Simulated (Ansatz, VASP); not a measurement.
# Cross-check of SnSe2 (1T-SnSe2 3 layers, AA) between VASP and Ansatz, part 2 of 2

One calculation is typed for both programs; each brings its own data sets. How far apart do they land? The cell is taken from a series of runs on this material, whose earlier steps may have relaxed, scaled, displaced or heated it; both programs get it as it stands.

VASP 6.6.1 and Ansatz 0.2.0.

So far: The structure; VASP: single point, PBE with D3(BJ).

## (3) Ansatz: single point, PBE with D3(BJ)

Level of this step: Ansatz beside VASP: Kohn-Sham DFT, plane waves, PBE with D3(BJ) (Ansatz).

Ansatz runs on its default PAW (the set named soft_2) files.

The same cell, functional, mesh and smearing now go to Ansatz, which takes its cutoff from its data sets.

input.yaml

```yaml
crystal:
  lattice:
    - [3.8354128597, 0.0, 0.0]
    - [-1.9177064299, 3.3215649705, 0.0]
    - [0.0, 0.0, 33.196541289]
  atoms:
    - { symbol: Se, position: [0.6666666667, 0.3333333333, 0.2711125813] }
    - { symbol: Sn, position: [0.0, 0.0, 0.3191908635] }
    - { symbol: Se, position: [0.3333333333, 0.6666666667, 0.3673036682] }
    - { symbol: Se, position: [0.6666666667, 0.3333333333, 0.4519452054] }
    - { symbol: Sn, position: [0.0, 0.0, 0.5] }
    - { symbol: Se, position: [0.3333333333, 0.6666666667, 0.5480547946] }
    - { symbol: Se, position: [0.6666666667, 0.3333333333, 0.6326963318] }
    - { symbol: Sn, position: [0.0, 0.0, 0.6808091365] }
    - { symbol: Se, position: [0.3333333333, 0.6666666667, 0.7288874187] }
kpoints:
  mp_grid: { grid: [12, 12, 1] }
  band_path:
    path: [[0, 0, 0], [0.5, 0, 0], [0.33333333, 0.33333333, 0], [0, 0, 0]]
    npoints: 16
hamiltonian:
  xc: pbe
  dispersion: d3bj
scf:
  occupations: { method: fermi_dirac, width: 0.02585 }
  convergence: { dr2_threshold: 1.0e-10 }
efield:
  axis: 3
  dipole_correction: true
  ramp_position: 0.97
  ramp_width: 0.06
  amplitude: 0
output:
  dos: { projected: true, e_range: [-6, 5] }
  write_potential: true
  write_density: true
  volumetric_format: npy
  elf: true
```

On the command line:

```
ansatz run input.yaml --threads 4 --pin off --max-ram 8192MiB --backend cpu --events-out ev --progress --plain --runs-dir out
```

Numbers of over 12 decimals in the logs are rounded to 6 here.

Output:

```text
Engine: ansatz 0.2.0, x86_64-unknown-linux-gnu
Pseudopotentials: kind: paw
Pseudopotential: Se, paw, valence charge 16, recommended cutoff 420 eV (normal), Se.paw.azcp
Pseudopotential: Sn, paw, valence charge 14, recommended cutoff 420 eV (normal), Sn.paw.azcp
Functional definition: PBE
  parameter kappa = 0.804
  parameter beta = 0.066725
  exchange = pbe_x(kappa = kappa, mu = beta*pi^2/3)
  correlation = pbe_c(beta = beta)
Crystal: 9 atoms, lattice volume = 422.910 Å³
Basis set: ecut = 420 eV, 8247 PW (Γ)
Bands: 83, of which v1, the nominal top of the filled ones, is band 69 counted from 1 (68 counted from 0)
Symmetry: 6 space group operations
k-points: 19 of 144 (time reversal used)
Non-local potential: Se, projectors of the file, l = 0: 2, l = 1: 2, l = 2: 3, l = 3: 1
Non-local potential: Sn, projectors of the file, l = 0: 2, l = 1: 2, l = 2: 2, l = 3: 2
PAW form: soft (Blöchl's): semilocal exchange-correlation on the pseudo side does not see the compensation charge
PAW one-centre angular grid: Se, 590 points (default); XC on 64 Gauss nodes
PAW one-centre angular grid: Sn, 590 points (default); XC on 64 Gauss nodes
Initial density: superposition of atomic densities (neutral atoms: chi_scale 0, normalization atom), corrected by the library's trained network
Initial wavefunctions: pseudopotential atomic-orbital guess
Functional: x = pbe(κ = 0.804, μ = 0.219515), c = pbe(β = 0.066725)
SCF iter   1: F=—  HF=-50892.976114 eV  |F-HF|=—  |Δ(HF+E_count)|=         —  Δρ=1.23e-3  dr2=3.89e-2  ethr=1.77e-3  p=0.000 e·Å  D=1.29e-13 V/Å  ΔV_dip=-0.00 eV  dr2_dipole=2.88e-8  V_vac-E_F(+/−)=5.46/5.46 eV  ⟨swp⟩=6.8  Hψ=6173  notcnv=0  defer=22
efield: sawtooth ramp at fractional position 0.9700 (set: `efield.ramp_position`, or a place that a band, a saddle search or an elastic batch's reference lends), width 0.0600; the density the first Hamiltonian is built on has a dipole p = 0.000 e·Å; the dipole correction subtracts the counter field D = 1.29e-13 V/Å, which shifts the + side's vacuum level by -0.00 eV against the − side's; the planar-averaged density in the ramp window peaks in size at 1.1e-5 e/Å³
preconditioner: auto → Resta (q_TF=auto, 2.264 Å⁻¹)  ε∞=2.0  [insulator: Δε(μ)=0.670 eV  Ē_g=15.776 eV  σ=0.026 eV  W_gap=1.00  n_scr=100 (ndim 8)  ℏωp=15.9 eV  f_vac=0.459  D(μ)=0.00/eV (n_scr^D=0)  ε∞_Penn≈2.0  vacuum switching on, ρ_ref=1.8e-2 e/Å³]
SCF iter   2: F=—  HF=-50892.980416 eV  |F-HF|=—  |Δ(HF+E_count)|=   4.30e-3  Δρ=1.45e-3  dr2=1.08e-1  ethr=2.82e-5  p=0.000 e·Å  D=3.86e-5 V/Å  ΔV_dip=-0.00 eV  dr2_dipole=5.06e-7  V_vac-E_F(+/−)=5.75/5.75 eV  ⟨swp⟩=3.8  Hψ=3187  notcnv=0  defer=152
SCF iter   3: F=—  HF=-50892.971386 eV  |F-HF|=—  |Δ(HF+E_count)|=   9.03e-3  Δρ=4.61e-4  dr2=4.42e-3  ethr=2.82e-5  p=-0.000 e·Å  D=-2.88e-5 V/Å  ΔV_dip=0.00 eV  dr2_dipole=1.91e-7  V_vac-E_F(+/−)=5.54/5.54 eV  ⟨swp⟩=2.3  Hψ=1767  notcnv=0  defer=152
SCF iter   4: F=—  HF=-50892.971423 eV  |F-HF|=—  |Δ(HF+E_count)|=   3.67e-5  Δρ=2.19e-4  dr2=1.45e-4  ethr=3.20e-6  p=0.000 e·Å  D=5.68e-5 V/Å  ΔV_dip=-0.00 eV  dr2_dipole=7.43e-7  V_vac-E_F(+/−)=5.57/5.57 eV  ⟨swp⟩=2.0  Hψ=1663  notcnv=0  defer=152
SCF iter   5: F=—  HF=-50892.971583 eV  |F-HF|=—  |Δ(HF+E_count)|=   1.60e-4  Δρ=6.91e-5  dr2=2.86e-5  ethr=1.05e-7  p=-0.001 e·Å  D=-2.27e-4 V/Å  ΔV_dip=0.01 eV  dr2_dipole=1.23e-5  V_vac-E_F(+/−)=5.57/5.56 eV  ⟨swp⟩=2.0  Hψ=2033  notcnv=0  defer=152
SCF iter   6: F=—  HF=-50892.971610 eV  |F-HF|=—  |Δ(HF+E_count)|=   2.70e-5  Δρ=5.31e-5  dr2=1.60e-4  ethr=2.07e-8  p=0.002 e·Å  D=7.37e-4 V/Å  ΔV_dip=-0.02 eV  dr2_dipole=1.30e-4  V_vac-E_F(+/−)=5.55/5.58 eV  ⟨swp⟩=2.0  Hψ=2067  notcnv=0  defer=152  recentre
SCF iter   7: F=—  HF=-50892.971594 eV  |F-HF|=—  |Δ(HF+E_count)|=   1.60e-5  Δρ=3.43e-5  dr2=2.04e-5  ethr=2.07e-8  p=-0.001 e·Å  D=-2.36e-4 V/Å  ΔV_dip=0.01 eV  dr2_dipole=1.35e-5  V_vac-E_F(+/−)=5.57/5.56 eV  ⟨swp⟩=2.0  Hψ=1685  notcnv=0  defer=152
SCF iter   8: F=—  HF=-50892.971592 eV  |F-HF|=—  |Δ(HF+E_count)|=   2.34e-6  Δρ=9.68e-6  dr2=1.11e-6  ethr=1.48e-8  p=-0.000 e·Å  D=-5.78e-5 V/Å  ΔV_dip=0.00 eV  dr2_dipole=7.52e-7  V_vac-E_F(+/−)=5.57/5.56 eV  ⟨swp⟩=1.9  Hψ=1615  notcnv=0  defer=152
SCF iter   9: F=—  HF=-50892.971577 eV  |F-HF|=—  |Δ(HF+E_count)|=   1.49e-5  Δρ=4.92e-6  dr2=3.18e-7  ethr=8.07e-10  p=0.000 e·Å  D=2.35e-6 V/Å  ΔV_dip=-0.00 eV  dr2_dipole=1.09e-10  V_vac-E_F(+/−)=5.56/5.56 eV  ⟨swp⟩=2.0  Hψ=1827  notcnv=0  defer=152
SCF iter  10: F=—  HF=-50892.971577 eV  |F-HF|=—  |Δ(HF+E_count)|=   9.93e-8  Δρ=2.51e-6  dr2=3.22e-8  ethr=2.31e-10  p=-0.000 e·Å  D=-1.29e-6 V/Å  ΔV_dip=0.00 eV  dr2_dipole=9.34e-11  V_vac-E_F(+/−)=5.56/5.56 eV  ⟨swp⟩=2.0  Hψ=1703  notcnv=0  defer=152
SCF iter  11: F=—  HF=-50892.971577 eV  |F-HF|=—  |Δ(HF+E_count)|=   6.39e-8  Δρ=7.78e-7  dr2=2.57e-9  ethr=2.33e-11  p=-0.000 e·Å  D=-1.99e-7 V/Å  ΔV_dip=0.00 eV  dr2_dipole=8.97e-13  V_vac-E_F(+/−)=5.56/5.56 eV  ⟨swp⟩=2.0  Hψ=1991  notcnv=0  defer=152
SCF iter  12: F=—  HF=-50892.971577 eV  |F-HF|=—  |Δ(HF+E_count)|=   6.29e-9  Δρ=3.65e-7  dr2=6.96e-9  ethr=1.86e-12  p=-0.000 e·Å  D=-2.27e-8 V/Å  ΔV_dip=0.00 eV  dr2_dipole=5.46e-14  V_vac-E_F(+/−)=5.56/5.56 eV  ⟨swp⟩=2.1  Hψ=2002  notcnv=0  defer=152
SCF iter  13: F=—  HF=-50892.971577 eV  |F-HF|=—  |Δ(HF+E_count)|=  2.33e-10  Δρ=1.85e-7  dr2=5.15e-10  ethr=1.86e-12  p=-0.000 e·Å  D=-3.54e-8 V/Å  ΔV_dip=0.00 eV  dr2_dipole=1.55e-13  V_vac-E_F(+/−)=5.56/5.56 eV  ⟨swp⟩=2.0  Hψ=1656  notcnv=0  defer=152
SCF iter  14: F=-50892.971577 eV  HF=-50892.971577 eV  |F-HF|=5.82e-11  |Δ(HF+E_count)|=  2.18e-10  Δρ=6.69e-8  dr2=3.13e-11  ethr=1.00e-12  p=-0.000 e·Å  D=-1.04e-8 V/Å  ΔV_dip=0.00 eV  dr2_dipole=2.74e-15  V_vac-E_F(+/−)=5.56/5.56 eV  ⟨swp⟩=10.2  Hψ=5711  notcnv=0
SCF 1 converged in 14 iterations: F = -50892.971577 eV  dr2 = 3.13e-11
  greatest PAW one-centre occupation: 1.000 electrons in one spin orbital (limit 2), on the Se atom at site 3 (counted from 0), in its partial waves of l = 2
NSCF: frozen V_eff on 49 k-points
efield: sawtooth ramp at fractional position 0.9700 (kept from the solve that this one continues, or follows in the run), width 0.0600; the density the first Hamiltonian is built on has a dipole p = -0.000 e·Å; the dipole correction subtracts the counter field D = -1.04e-8 V/Å, which shifts the + side's vacuum level by +0.00 eV against the − side's; the planar-averaged density in the ramp window peaks in size at 9.0e-6 e/Å³
WARN: The output density's exchange-correlation potential varies sharply where the density is thin. Do not read a vacuum level from v_tot or v_xc, or from such a field of the output density. On a cell that repeats whose density bears no net charge and no dipole along the vacuum's axis use v_es (v_loc + v_h of the components); under efield.dipole_correction with no amplitude use v_es + v_field, which holds any externa [...]
SCF converged after 14 iterations
Free energy (F): -50892.971577 eV
Harris-Foulkes:  -50892.971577 eV  (|F-HF|=5.82e-11)
Internal energy: -50892.971577 eV  (E = F + TS)
E sigma→0 (E₀):  -50892.971577 eV
Entropy (-TS):   -0.000000 eV (-0.000 meV/atom)
Fermi energy:    2.120528 eV
Dipole field:    D = -0.000000 V/Å  (p = -0.000000 e·Å, saw-weighted, corrected)
Work function:   Φ+ = 5.5642 eV   Φ− = 5.5642 eV
Levels:          The Fermi level and band energies are counted from a zero that moves with the ramp; work functions are not
--- Per-component energies (eV) ---
  E_band       = -3442.841044
  E_kinetic    = 1272.581515
  E_local      = -181818.110036  (includes V_loc(G=0)·N_el)
  E_nonlocal   = -3667.092040
  E_hartree    = 90708.500302
  E_xc         = -1768.607722
  E_vxc        = -872.735719  (∫ρ·V_xc dr)
  E_paw        = -23891.023829  (= ΣΔE_a)
  E_vpaw       = 225.519526  (= ΣTr[D̂ρ^β])
  E_aug_tail   = -0.003608  (compensation charges beyond the density's cutoff)
  E_efield     = 0.000000  (sawtooth field / dipole correction)
  E_vefield    = 0.000000  (∫n·V_field dr)
  E_ewald      = 68273.714819
  E_disp       = -2.930978  (pairwise vdW)
  E_smearing   = -0.000000  (= −TS)
  E_closure    = -0.000000  (closes the sum)
  Σ components = -50892.971577   (vs F -50892.971577, Δ=0.00e0)
--- Band table (eV; the first three rows and the last of 19) ---
  k-point 0: bands = [... 65 lower, 1.5896, 1.5896, 1.6498, 1.6498, 2.8946, 3.5241, 4.0990, 4.7597, ... 10 higher]
  k-point 1: bands = [... 65 lower, 1.5170, 1.6140, 1.6510, 1.7257, 3.4423, 3.8063, 4.1260, 5.1706, ... 10 higher]
  k-point 2: bands = [... 65 lower, 1.4775, 1.6489, 1.6663, 1.7598, 3.6761, 3.8961, 4.1012, 5.4404, ... 10 higher]
  k-point 18: bands = [... 65 lower, 0.8074, 0.8074, 1.3301, 1.3301, 2.9127, 3.4320, 3.9433, 6.3640, ... 10 higher]
```

## (4) Side by side

Known differences besides the potentials themselves: the data sets hold 138 valence electrons in Ansatz (on its default PAW (the set named soft_2) files) and 78 in VASP; the cutoff is 420 eV in Ansatz and 400 eV in VASP. Total energies have different zeros and are not compared.

Both answers:

```csv
quantity,Ansatz,VASP,difference
gap on the k mesh (eV),0.659,0.656,+0.003
```

A gap on the mesh is an upper bound, since the band edges may lie between its points. With vacuum in the cell, a pressure given here is an average over mostly empty space and none of the material.

## (5) Results

```yaml
difference_in_gap_on_the_k_mesh_single_point_pbe_with_d3_bj: 0.0031 eV
```

What this shows: The difference in gap on the k mesh is 0.0031 eV (single point, PBE with D3(BJ)), within the 0.08 eV picked in this series as the mark of a large difference. The data sets hold unlike numbers of valence electrons (138 in Ansatz and 78 in VASP), so part of the differences comes from the potentials. Such differences can come from data sets, numerical settings and the points named under the comparisons, not from the functional's error against experiment.

[Lines on the potential files, build, host, timing and source positions are cut from VASP's logs without a mark.]

[Logs are printed without paths, hosts, clocks, repeated set-up lines and the standing remarks that a program may print on its own settings, such as how far it seeks lower states.]

[Hosts, paths, dates, database ids (printed as entryN), source tags and the programs' standing remarks are cut or masked in the printed files.]
